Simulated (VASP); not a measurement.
Consider the following.

```
CELL_PARAMETERS angstrom
      0.00000     2.10752     2.10752
      2.10752     0.00000     2.10752
      2.10752     2.10752     0.00000
ATOMIC_POSITIONS crystal
  Ti 0.00000 0.00000 0.00000
  N  0.50000 0.50000 0.50000
```

Method: PBE GGA with D3 dispersion (zero damping), VASP's PBE PAW potentials (set 64) (plane waves; VASP). Run with 520 eV cut-off, 17×17×17 Γ-centred mesh, tetrahedra with Blöchl corrections, potentials Ti_sv N.

**Question.** Tabulate the total density of states (states/eV per cell) against energy (eV; zero at the valence-band maximum or, without a gap, the Fermi level).

**Answer.** 
```
E (eV) | DOS (states/eV)
    -9.91 |  0.00
    -9.80 |  0.00
    -9.57 |  0.00
    -9.46 |  0.00
    -9.22 |  0.00
    -9.11 |  0.00
    -8.88 |  0.00
    -8.77 |  0.00
    -8.54 |  0.00
    -8.42 |  0.00
    -8.19 |  0.02
    -8.07 | # 0.11
    -7.84 | # 0.24
    -7.73 | ## 0.30
    -7.50 | ## 0.43
    -7.38 | ### 0.51
    -7.27 | ### 0.61
    -7.04 | ###### 1.02
    -6.92 | ###### 1.09
    -6.69 | ####### 1.23
    -6.58 | ####### 1.34
    -6.35 | ###### 1.08
    -6.23 | ##### 0.94
    -6.00 | ##### 0.91
    -5.89 | ##### 0.95
    -5.66 | ##### 0.92
    -5.54 | ##################### 3.89
    -5.31 | ################ 2.90
    -5.20 | ################## 3.32
    -4.97 | ############# 2.41
    -4.85 | ########### 1.98
    -4.62 | ######### 1.58
    -4.51 | ######## 1.44
    -4.39 | ####### 1.31
    -4.16 | ###### 1.08
    -4.05 | ##### 1.00
    -3.82 | ##### 0.87
    -3.70 | #### 0.79
    -3.47 | ### 0.59
    -3.36 | ## 0.40
    -3.13 | # 0.20
    -3.01 | # 0.17
    -2.78 | # 0.13
    -2.67 | # 0.12
    -2.44 | # 0.13
    -2.32 | # 0.13
    -2.09 | # 0.15
    -1.98 | # 0.17
    -1.86 | # 0.19
    -1.63 | # 0.24
    -1.52 | # 0.27
    -1.29 | ## 0.34
    -1.17 | ## 0.37
    -0.94 | ## 0.45
    -0.83 | ### 0.50
    -0.60 | ### 0.64
    -0.48 | #### 0.68
    -0.25 | #### 0.74
    -0.14 | #### 0.78
     0.10 | ##### 0.87
     0.21 | ##### 0.92
     0.44 | ###### 1.05
     0.56 | ###### 1.15
     0.79 | ######## 1.39
     0.90 | ######## 1.45
     1.01 | ####### 1.35
     1.25 | ######### 1.71
     1.36 | ########## 1.87
     1.59 | ################ 2.93
     1.71 | ################# 3.10
     1.94 | ############### 2.73
     2.05 | ############### 2.83
     2.28 | ###################### 4.09
     2.40 | ############################## 5.54
     2.63 | #### 0.70
     2.74 | #### 0.72
     2.97 | #### 0.79
     3.09 | ##### 0.83
     3.32 | ###### 1.06
     3.43 | ###### 1.07
```
Within 2 eV below the Fermi level the largest weight inside VASP's projection spheres is Ti d.

The compound is TiN in the rock salt structure. It was relaxed first. The electron count is odd and the run is not spin-polarised, which forces a metal.
